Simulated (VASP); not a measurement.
Energy against volume of W (bcc). All values below come from RPBE GGA, VASP's PBE PAW potentials (set 64) (plane waves; VASP 6.6.1). Numerical set-up: 520 eV cut-off, 16×16×16 Γ-centred mesh, first-order Methfessel-Paxton smearing of 0.10 eV, potentials W_sv.

```json
[
 {"V (Å³/atom)": "15.399", "E (eV/atom)": "-12.34855"},
 {"V (Å³/atom)": "15.890", "E (eV/atom)": "-12.39221"},
 {"V (Å³/atom)": "16.382", "E (eV/atom)": "-12.40462"},
 {"V (Å³/atom)": "16.873", "E (eV/atom)": "-12.39073"}
]
```

Question: Fit these four points and predict the energy of the run at 17.365 Å³/atom.

Answer: A cubic in V^(−2/3), the third-order Birch-Murnaghan form, passes through the four points with V0 = 16.35 Å³/atom and B0 = 287 GPa, and gives -12.3547 eV/atom there. The run gave -12.3541 eV/atom, +0.6 meV/atom from the fit; all five points give B0 = 289 GPa.

The compound is W in the bcc structure. It was relaxed first.
